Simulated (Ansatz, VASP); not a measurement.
**Cross-check of InSe between VASP and Ansatz**

Aim: how closely do two programs agree when they are given the same cell, functional and k mesh? Of the first pair: The cell is taken from a series of runs on this material, whose earlier steps may have relaxed, scaled, displaced or heated it; both programs get it as it stands.

Calculated with Ansatz 0.2.0; plane waves, with VASP 6.6.1 beside it; relaxation of cell and atoms at LDA and single point at LDA.

### 1. Starting point

Symmetry: R3m, No. 160, trigonal system. The conventional cell has a = 3.973 Å, b = 3.973 Å, c = 24.400 Å, α = 90.00°, β = 90.00°, γ = 120.00°. Se has 3 In at 2.62 Å nearest. Nearest to Se lie 3 In at 2.62 Å. Nearest to In lie 3 Se at 2.62 Å and 1 In at 2.74 Å. Nearest to In lie 3 Se at 2.62 Å and 1 In at 2.74 Å. Farther neighbours and most contacts between anions are not listed.

### 2. Ansatz: relaxation of cell and atoms, LDA

Ansatz runs on its PAW soft_1 files.

The relaxed volume is the usual yardstick between codes: in a stiff, nearly cubic crystal its relative difference is about their pressure difference at one cell divided by the bulk modulus.

input.yaml reads:

```yaml
crystal:
  lattice:
    - [1.9864101554, 1.146854438, 8.1333062922]
    - [-1.9864101554, 1.146854438, 8.1333062922]
    - [0.0, -2.2937088759, 8.1333062922]
  atoms:
    - { symbol: Se, position: [0.3858130423, 0.3858130423, 0.3858130423] }
    - { symbol: Se, position: [0.1695548991, 0.1695548991, 0.1695548991] }
    - { symbol: In, position: [1.0005128556, 0.0005128556, 0.0005128556] }
    - { symbol: In, position: [0.888119203, 0.888119203, 0.888119203] }
kpoints:
  mp_grid: { grid: [12, 12, 12] }
hamiltonian:
  xc: lda
  pseudopotentials: { kind: paw, azcp: { folder: soft_1 }, xc_functional: pbe }
scf:
  occupations: { method: gaussian, width: 0.01 }
output:
  forces: true
  stress: true
  eigenvalues: true
relax:
  adjacent_minimum: "off"
  f_tol: 0.001
  max_steps: 60
  cell: { stress_tol: 0.01 }
```

On the command line:

```
$ ansatz run input.yaml --threads 4 --pin off --max-ram 16384MiB --backend cpu --events-out ev --progress --plain --runs-dir out
```

Numbers of over 12 decimals in the logs are rounded to 6 here.

What it wrote:

```text
basis.fft_grid_basis auto: the FFT boxes are laid along the combinations [[1, 0, -1], [0, 1, -1], [0, 0, 1]] of the cell's own vectors, 3.973, 3.973 and 8.451 Å long. The dense box has 27×27×60 points. Along the cell's own vectors, as sized, it would have 60×60×60, 4.94 times as many. Of the 6 symmetry operations that the crystal satisfies within crystal.symmetry.tolerance (time reversal apart; of a slab, those that  [...]
Engine: ansatz 0.2.0, x86_64-unknown-linux-gnu
Pseudopotentials: kind: paw
Pseudopotential: Se, paw, valence charge 16, recommended cutoff 420 eV (normal), soft_1/Se.paw.azcp
Pseudopotential: In, paw, valence charge 13, recommended cutoff 420 eV (normal), soft_1/In.paw.azcp
Functional definition: SPW92
  exchange = slater_x
  correlation = pw_c
Crystal: 4 atoms, lattice volume = 111.172 Å³
Basis set: ecut = 420 eV, 2193 PW (Γ), FFT grids on a1−a3, a2−a3, a3
Bands: 35, of which v1, the nominal top of the filled ones, is band 29 counted from 1 (28 counted from 0)
Symmetry: 6 space group operations
Space group: R3m (ITA 160), of the structure as read, at distance tolerance 4.8e-5 Å
k-points: 189 of 1728 (time reversal used)
Non-local potential: Se, projectors of the file, l = 0: 2, l = 1: 2, l = 2: 3, l = 3: 1
Non-local potential: In, projectors of the file, l = 0: 2, l = 1: 2, l = 2: 2, l = 3: 1
PAW form: soft (Blöchl's): semilocal exchange-correlation on the pseudo side does not see the compensation charge
PAW frozen core: Se, regenerated for the run's functional, and the local potential with it (the file was generated under x = pbe(κ = 0.804, μ = 0.219515), c = pbe(β = 0.066725))
PAW frozen core: In, regenerated for the run's functional, and the local potential with it (the file was generated under x = pbe(κ = 0.804, μ = 0.219515), c = pbe(β = 0.066725))
PAW one-centre angular grid: Se, 590 points (default); XC on 64 Gauss nodes
PAW one-centre angular grid: In, 590 points (default); XC on 64 Gauss nodes
Initial density: superposition of atomic densities (chi_scale 0.1, normalization cell, long waves kept (reshape's long-wave potential 0.64 eV rms))
Initial wavefunctions: pseudopotential atomic-orbital guess
Functional: x = slater, c = lda
SCF iter   1: F=—  HF=-21685.637492 eV  |F-HF|=—  |Δ(HF+E_count)|=         —  Δρ=4.97e-2  dr2=1.52e1  ethr=3.10e-3  ⟨swp⟩=6.7  Hψ=29204  notcnv=0
preconditioner: auto → Resta (q_TF=auto, 2.448 Å⁻¹)  ε∞=3.2  [insulator: Δε(μ)=0.085 eV  Ē_g=14.609 eV  σ=0.010 eV  W_gap=1.00  n_scr=30 (ndim 8)  ℏωp=21.7 eV  f_vac=0.017  D(μ)=0.00/eV (n_scr^D=0)  ε∞_Penn≈3.2]
SCF iter   2: F=—  HF=-21683.071321 eV  |F-HF|=—  |Δ(HF+E_count)|=    2.57e0  Δρ=1.92e-2  dr2=4.28e-1  ethr=3.10e-3  ⟨swp⟩=4.6  Hψ=14806  notcnv=0  defer=216
SCF iter   3: F=—  HF=-21682.914930 eV  |F-HF|=—  |Δ(HF+E_count)|=   1.56e-1  Δρ=1.10e-2  dr2=1.08e-1  ethr=7.38e-4  ⟨swp⟩=2.3  Hψ=14578  notcnv=0  defer=219
SCF iter   4: F=—  HF=-21682.873651 eV  |F-HF|=—  |Δ(HF+E_count)|=   4.13e-2  Δρ=1.85e-3  dr2=7.26e-3  ethr=1.86e-4  ⟨swp⟩=3.0  Hψ=12678  notcnv=0  defer=219
SCF iter   5: F=—  HF=-21682.868573 eV  |F-HF|=—  |Δ(HF+E_count)|=   5.08e-3  Δρ=8.10e-4  dr2=8.19e-4  ethr=1.25e-5  ⟨swp⟩=2.9  Hψ=13367  notcnv=0  defer=219
SCF iter   6: F=—  HF=-21682.868669 eV  |F-HF|=—  |Δ(HF+E_count)|=   9.63e-5  Δρ=1.94e-4  dr2=1.03e-4  ethr=1.41e-6  ⟨swp⟩=2.0  Hψ=12792  notcnv=0  defer=219
SCF iter   7: F=—  HF=-21682.868646 eV  |F-HF|=—  |Δ(HF+E_count)|=   2.35e-5  Δρ=6.31e-5  dr2=1.30e-5  ethr=1.78e-7  ⟨swp⟩=2.0  Hψ=11846  notcnv=0  defer=219
SCF iter   8: F=—  HF=-21682.868647 eV  |F-HF|=—  |Δ(HF+E_count)|=   8.98e-7  Δρ=1.67e-5  dr2=3.75e-7  ethr=2.23e-8  ⟨swp⟩=2.0  Hψ=11908  notcnv=0  defer=219
SCF iter   9: F=-21682.868646 eV  HF=-21682.868646 eV  |F-HF|=7.18e-8  |Δ(HF+E_count)|=   1.69e-7  Δρ=5.37e-6  dr2=8.03e-8  ethr=1.72e-10  ⟨swp⟩=11.1  Hψ=33756  notcnv=0
SCF 1 converged in 9 iterations: F = -21682.868646 eV  dr2 = 8.03e-8
  greatest PAW one-centre occupation: 1.000 electrons in one spin orbital (limit 2), on the Se atom at site 1 (counted from 0), in its partial waves of l = 2
relax step   1: F+E_penalty+E_count = -21682.86864627 eV  Δ(F+E_penalty+E_count) = +0.000e0 eV  max|allowed force component| = 1.250e-3 eV/Å  Δτ_max = 0.0000 Å  P = -0.003 GPa  Ω = 111.172 Å³  (9 SCF iters, dr2 threshold 1.00e-7 eV, accepted)
[...]
relax step   2: F+E_penalty+E_count = -21682.86865317 eV  Δ(F+E_penalty+E_count) = -6.909e-6 eV  max|allowed force component| = 1.583e-3 eV/Å  Δτ_max = 0.0011 Å  P = +0.000 GPa  Ω = 111.129 Å³  energy of the carried Pulay correction = +4.735e-6 eV  (6 SCF iters, dr2 threshold 5.14e-10 eV, accepted)
[...]
relax step   3: F+E_penalty+E_count = -21682.86865257 eV  Δ(F+E_penalty+E_count) = +6.056e-7 eV  max|allowed force component| = 4.795e-4 eV/Å  Δτ_max = 0.0002 Å  P = +0.001 GPa  Ω = 111.140 Å³  energy of the carried Pulay correction = +3.551e-6 eV  (5 SCF iters, dr2 threshold 1.57e-10 eV, accepted)
[...]
relax step   4: F+E_penalty+E_count = -21682.86864951 eV  Δ(F+E_penalty+E_count) = +3.054e-6 eV  max|allowed force component| = 4.774e-4 eV/Å  Δτ_max = 0.0000 Å  P = +0.001 GPa  Ω = 111.140 Å³  stress off target by 4.01e-3 GPa  SCF on the basis re-selected at this cell (its energy is not comparable with the rows above)  (5 SCF iters)
basis re-selected at this cell: Δ(F+E_penalty+E_count) = +3.054e-6 eV, ΔP = +0.000 GPa vs the last step (what re-selecting the basis moved, of the pressure what is left beyond the Pulay correction that the steps carried, after the strain that the cell walked since its last selection, with what the two solves' SCF thresholds leave and, on support functions, any second-order correction that the steps lacked; it is no m [...]
SCF converged after 5 iterations
Free energy (F): -21682.868650 eV
Harris-Foulkes:  -21682.868650 eV  (|F-HF|=3.64e-12)
Internal energy: -21682.868650 eV  (E = F + TS)
E sigma→0 (E₀):  -21682.868650 eV
Fermi energy:    7.669255 eV
--- Per-component energies (eV) ---
  E_band       = -908.622636
  E_kinetic    = 662.524240
  E_local      = -8056.865887  (includes V_loc(G=0)·N_el)
  E_nonlocal   = -40.065404
  E_hartree    = 3917.341825
  E_xc         = -453.757357
  E_vxc        = -362.455825  (∫ρ·V_xc dr)
  E_paw        = -12230.497114  (= ΣΔE_a)
  E_vpaw       = -946.442818  (= ΣTr[D̂ρ^β])
  E_aug_tail   = -0.000583  (compensation charges beyond the density's cutoff)
  E_ewald      = -5486.552159
  E_core_change = 5.003789  (= ΣΔE_core)
  E_smearing   = -0.000000  (= −TS)
  E_closure    = -0.000000  (closes the sum)
  Σ components = -21682.868650   (vs F -21682.868650, Δ=0.00e0)
--- Forces (eV/Å), atoms counted from 1 ---
  atom   1  Se     0.00000000     0.00000000     0.00025595
  atom   2  Se     0.00000000    -0.00000000    -0.00047742
  atom   3  In     0.00000000     0.00000000     0.00033754
  atom   4  In     0.00000000    -0.00000000    -0.00011635
  max |Σ_I F_I| component: 2.80e-7 eV/Å
--- Stress (GPa, compression-positive) ---
       -0.001135       0.000000       0.000000
        0.000000      -0.001135       0.000000
       -0.000000       0.000000       0.004006
  P = ⅓ Tr σ = 0.0006 GPa (0.006 kbar)
--- Band table (eV; the first three rows and the last of 189) ---
  k-point 0: bands = [... 25 lower, 6.1074, 6.1074, 6.2786, 6.2786, 9.2779, 9.4940, 11.7657, 11.7657, ... 2 higher]
  k-point 1: bands = [... 25 lower, 5.9410, 6.0054, 6.2032, 6.2730, 9.4425, 9.8940, 11.3459, 11.8400, ... 2 higher]
  k-point 2: bands = [... 25 lower, 5.6781, 5.7615, 5.9951, 6.3792, 9.6298, 10.1065, 11.1452, 11.9342, ... 2 higher]
  k-point 188: bands = [... 25 lower, 6.0294, 6.3678, 6.3678, 7.5709, 7.7676, 9.5553, 11.6464, 11.6464, ... 2 higher]
--- Relaxed structure (3 steps of the walk, 3 accepted, 1 SCFs on fresh bases) ---
  F+E_penalty+E_count = -21682.86864951 eV   max|allowed force component| = 4.774e-4 eV/Å   (the final SCF, on the basis selected at the relaxed cell)
  cell:  # Å, volume = 111.1396 Å³
    - [1.986649, 1.146992, 8.128980]
    - [-1.986649, 1.146992, 8.128980]
    - [0, -2.293985, 8.128980]
  atoms:
    - { symbol: Se, position: [0.385850, 0.385850, 0.385850] }
    - { symbol: Se, position: [0.169521, 0.169521, 0.169521] }
    - { symbol: In, position: [1.000534, 0.000534329, 0.000534329] }
    - { symbol: In, position: [0.888096, 0.888096, 0.888096] }
```

Reading the cycles: dr2 is the Hartree energy of the density residual (eV), the measure of convergence; HF is the Harris–Foulkes estimate of the energy, which meets the free energy F at convergence.

(Part 1 of 3 ends here.)

[Lines on the potential files, build, host, timing and source positions are cut from VASP's logs without a mark.]

[Logs are printed without paths, hosts, clocks, repeated set-up lines and the standing remarks that a program may print on its own settings, such as how far it seeks lower states.]

[Hosts, paths, dates, database ids (printed as entryN), source tags and the programs' standing remarks are cut or masked in the printed files.]
